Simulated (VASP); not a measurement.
Method: r2SCAN meta-GGA, VASP's PBE PAW potentials (set 64) (plane waves; VASP).

The input files of a VASP run:

### KPOINTS
```
Regular mesh
0
gamma
  3 5 1
0 0 0
```

**INCAR**
```
IBRION=2
LDIPOL=T
IDIPOL=3
ISIF=2
EDIFF=1E-5
NSW=120   # most ionic steps
ISMEAR=0   # Gaussian
EDIFFG=-0.03   # ionic stop
NELM=100   # most electronic steps
PREC=Normal
DIPOL=0.5 0.5 0.5
ALGO=Normal   # blocked Davidson
LASPH=T   # aspherical one-centre terms
SIGMA=0.05   # width (eV)
NELMIN=4
LWAVE=T
METAGGA=R2SCAN
LMAXMIX=6
LREAL=F   # projection in real space or not
LMIXTAU=T
SYSTEM=HgTe(110) slab
ENCUT=400   # plane-wave cut-off (eV)
LCHARG=F
```

File POSCAR:
```
HgTe(110) slab
1
    6.5781921352     0.0000000000     0.0000000000
    0.0000000000     4.6514844638    -0.0000000000
   -0.0000000000    -0.0000000000    24.5774088701
Hg Te
4 4
Direct
  0.9479783970   0.0000000000   0.6163041500
  0.5253767914   0.5000000000   0.5538747777
  0.0253767914   0.0000000000   0.4461252223
  0.4479783970   0.5000000000   0.3836958500
  0.2737124494   0.0000000000   0.5435872541
  0.7529323622   0.5000000000   0.6503578733
  0.2529323622   0.0000000000   0.3496421267
  0.7737124494   0.5000000000   0.4564127459
```

POTCAR, in this order: Hg Te (PBE.64 set). Program: vasp_std.

What will the output report for the number of irreducible k-points (NKPTS), largest plane-wave count, number of space-group operations, FFT grid (NGX, NGY, NGZ)?

The number of irreducible k-points (NKPTS) comes out as 6 and the largest plane-wave count is 13700. The number of space-group operations is 4 and the FFT grid (NGX, NGY, NGZ) is 32 × 24 × 120.

The cell is a thin slab with vacuum, built from HgTe (zinc blende): (110) face.
